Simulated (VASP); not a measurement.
Given:

```yaml
crystal:
  lattice:
    - [0.00000, 2.01109, 2.01109]
    - [2.01109, 0.00000, 2.01109]
    - [2.01109, 2.01109, 0.00000]
  atoms:
    - { symbol: W, position: [0.00000, 0.00000, 0.00000] }
```

Level of theory: r2SCAN meta-GGA, VASP's PBE PAW potentials (set 64) (plane waves; VASP 6.6.1). Numerical set-up: 400 eV cut-off, 17×17×17 Γ-centred mesh, tetrahedra with Blöchl corrections, potentials W_sv.

Unless said otherwise, spin-orbit coupling is left out, though it shifts the bands of the heavy elements here.

### Question
Estimate the energy per atom (σ→0), band gap (over mesh and band path) with the smallest direct gap where there is one.

### Answer

| Quantity | Result |
|---|---|
| band gap (over mesh and band path) | none (metal, semimetal or under 0.01 eV) |
| energy per atom (σ→0) | -50.796 eV/atom |

The absolute energy has meaning only against runs of the same code, potentials and settings.

The structure comes from a measured W entry (Fm-3m) of the Crystallography Open Database, whose conditions weren't checked. It was relaxed first.
